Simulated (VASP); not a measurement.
Given:

```
RuN
1.0
    0.00000     2.23791     2.23791
    2.23791     0.00000     2.23791
    2.23791     2.23791     0.00000
Ru N
1 1
Direct
  0.00000   0.00000   0.00000
  0.75000   0.75000   0.75000
```

These are LDA (Ceperley-Alder, Perdew-Zunger) with spin-orbit coupling, VASP's LDA PAW potentials (set 64) (plane waves; VASP) values and carry that method's errors. Run with 520 eV cut-off, 13×13×13 Γ-centred mesh, Gaussian smearing of 0.050 eV, potentials Ru_pv N.

Task: What does the run give for the energy per atom (σ→0), band gap (over mesh and band path) with the smallest direct gap where there is one?

Result: 
| Item | Value |
|---|---|
| band gap (over mesh and band path) | none (metal, semimetal or under 0.01 eV) |
| energy per atom (σ→0) | -9.821 eV/atom |

The absolute energy has meaning only against runs of the same code, potentials and settings.

The structure comes from a computed database's RuN entry (F-43m); how it stands against other phases isn't given here. It was relaxed first, which changed the volume by -6 %.
